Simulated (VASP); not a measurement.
```
BaHfO3
1.0
    4.12073     0.00000     0.00000
    0.00000     4.12073     0.00000
    0.00000     0.00000     4.12073
Ba Hf O
1 1 3
Direct
  0.00000   0.00000   0.00000
  0.50000   0.50000   0.50000
  0.50000   0.00000   0.50000
  0.00000   0.50000   0.50000
  0.50000   0.50000   0.00000
```

Method: LDA (Ceperley-Alder, Perdew-Zunger), VASP's LDA PAW potentials (set 64) (plane waves; VASP 6.6.1). Run with 620 eV cut-off, 6×6×6 Γ-centred mesh, Gaussian smearing of 0.050 eV, potentials Ba_sv Hf_pv O.

Energy and stress use the plane-wave basis of the starting cell.

Question: The ions, cell shape and volume at an external pressure of 5.0 GPa are relaxed. Which structure does the run end with?

Answer: 
```
BaHfO3
1.0
    4.08652     0.00000     0.00000
    0.00000     4.08652     0.00000
    0.00000     0.00000     4.08652
Ba Hf O
1 1 3
Direct
  0.00000   0.00000   0.00000
  0.50000   0.50000   0.50000
  0.50000   0.00000   0.50000
  0.00000   0.50000   0.50000
  0.50000   0.50000   0.00000
```
Space group Pm-3m (221), at a tolerance of 0.03 Å.

Question: How do energy and volume change from the first to the last step?

Answer: The energy (σ→0) changes by +5.2 meV/atom and the volume by -2.5 %, in 3 ionic steps.

The compound is BaHfO3 in the cubic perovskite structure. This run relaxes it under an external pressure of 5 GPa. Symmetry was kept, so distortions that lower it aren't found.
